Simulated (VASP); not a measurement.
Given:

```xyz
3
Lattice="1.3397 0.7735 4.6825 -1.3397 0.7735 4.6825 0.0000 -1.5469 4.6825" Properties=species:S:1:pos:R:3 pbc="T T T"
Si     0.0000     0.0000     0.0000
O      0.0000     0.0000     3.7826
O      0.0000     0.0000    10.2648
```

Calculation: r2SCAN meta-GGA, VASP's PBE PAW potentials (set 64) (plane waves; VASP). Settings: 520 eV cut-off, 11×11×11 Γ-centred mesh, tetrahedra with Blöchl corrections, potentials Si O.

Q: What does the run give for the energy per atom (σ→0), band gap (over mesh and band path) with the smallest direct gap where there is one?

A: 
The band gap (over mesh and band path) comes out as 7.22 eV. The smallest direct gap (over mesh and band path) is 7.55 eV and the energy per atom (σ→0) is -9.596 eV/atom.

The structure was generated: SiO2 was put into the CdCl2 type (R-3m), which need not be its known phase. It was relaxed first, which changed the volume by +9 %.
